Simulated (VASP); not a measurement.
Here is the system:

```xyz
7
Lattice="4.0180 0.0000 0.0000 0.0000 4.0180 0.0000 0.0000 0.0000 7.1805" Properties=species:S:1:pos:R:3 pbc="T T T"
Hg     2.0090     2.0090     0.0000
P      0.0000     0.0000     3.5903
Pd     0.0000     2.0090     2.1749
Pd     0.0000     2.0090     5.0056
Pd     2.0090     0.0000     2.1749
Pd     2.0090     0.0000     5.0056
Pd     0.0000     0.0000     0.0000
```

The numbers are results of PBEsol GGA, VASP's PBE PAW potentials (set 64) (plane waves; VASP 6.6.1), not measurements. Settings: 300 eV cut-off, 5×5×3 Γ-centred mesh, Gaussian smearing of 0.10 eV, potentials Hg P Pd.

At this cut-off the stress carries a Pulay error, which pulls relaxed volumes low.

Problem. Which forces act on the atoms, in eV/Å?

Solution. 
```
atom     Fx     Fy      Fz
----  -----  -----  ------
Hg1   0.000  0.000   0.000
P2    0.000  0.000   0.000
Pd3   0.000  0.000   0.123
Pd4   0.000  0.000  -0.123
Pd5   0.000  0.000   0.123
Pd6   0.000  0.000  -0.123
Pd7   0.000  0.000   0.000
```

Problem. Give the stress tensor in GPa (positive for a compressed cell).

Solution. 
```
-11.71    0.00    0.00
  0.00  -11.71    0.00
  0.00    0.00  -12.03
```
The pressure is its mean diagonal, -11.82 GPa.

The structure comes from a computed database's HgPPd5 entry (P4/mmm); how it stands against other phases isn't given here. The cell was not relaxed at this level. The k-mesh is coarse (spacing up to 0.31 per Å, 2π included), so the numbers may not be converged in it. The electron count is odd and the run is not spin-polarised, which forces a metal.
